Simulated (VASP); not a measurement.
Consider the following.

```
CELL_PARAMETERS angstrom
      3.45669     0.00000     0.00000
     -1.72835     2.99359     0.00000
      0.00000     0.00000     8.05342
ATOMIC_POSITIONS crystal
  Zr 0.33333 0.66667 0.03384
  Zr 0.66667 0.33333 0.53384
  S  0.33333 0.66667 0.34116
  S  0.66667 0.33333 0.84116
```

Level of theory: PBEsol GGA, VASP's PBE PAW potentials (set 64) (plane waves; VASP 6.6.1). Run with 400 eV cut-off, Gaussian smearing of 0.050 eV, potentials Zr_sv S.

Question: Give the energies of bands 11 to 21 at the high-symmetry points, in eV from the valence-band maximum.

Answer: 
| band | Γ | M | K | A | L | H |
|---|---|---|---|---|---|---|
| 11 | -6.25 | -6.05 | -5.54 | -5.75 | -5.81 | -5.21 |
| 12 | -5.23 | -5.78 | -5.06 | -5.75 | -5.81 | -5.21 |
| 13 | -3.04 | -4.50 | -5.06 | -2.82 | -4.63 | -5.04 |
| 14 | -3.04 | -4.47 | -4.80 | -2.82 | -4.63 | -5.04 |
| 15 | -2.55 | -3.67 | -4.04 | -2.82 | -3.28 | -3.99 |
| 16 | -2.55 | -2.76 | -4.04 | -2.82 | -3.28 | -3.99 |
| 17 | -0.96 | -1.66 | -0.28 | -0.56 | -1.07 | -0.23 |
| 18 | -0.64 | -0.44 | -0.14 | -0.56 | -1.07 | -0.23 |
| 19 | 0.79 | 0.61 | 0.47 | 1.11 | 0.99 | 0.22 |
| 20 | 0.79 | 1.40 | 0.47 | 1.11 | 0.99 | 0.22 |
| 21 | 1.71 | 1.88 | 1.36 | 1.11 | 3.06 | 2.64 |

The gap is indirect, 0.05 eV, from the valence maximum at K-Γ at 0.67 to the conduction minimum at M-K at 0.67.

The structure was generated: ZrS was put into the wurtzite type (P6_3mc), which need not be its known phase. It was relaxed first, which changed the volume by -38 %.
